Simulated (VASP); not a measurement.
```xyz
1
Lattice="-1.7200 1.7200 1.7200 1.7200 -1.7200 1.7200 1.7200 1.7200 -1.7200" Properties=species:S:1:pos:R:3 pbc="T T T"
Li     0.0000     0.0000     0.0000
```

All values below come from optB86b-vdW, VASP's PBE PAW potentials (set 64) (plane waves; VASP). Settings: 520 eV cut-off, 13×13×13 Γ-centred mesh, first-order Methfessel-Paxton smearing of 0.10 eV, potentials Li_sv.

Q: What does the run give for the energy per atom (σ→0), band gap (on the k-mesh) with the smallest direct gap where there is one?

A: 
```yaml
band gap (on the k-mesh): none (metal, semimetal or under 0.01 eV)
energy per atom (σ→0): -97.9 kJ/mol-atom
```

Only differences to runs with the same potentials and settings are physical.

The compound is Li in the bcc structure. It was relaxed first. The start is the result of an earlier pass.
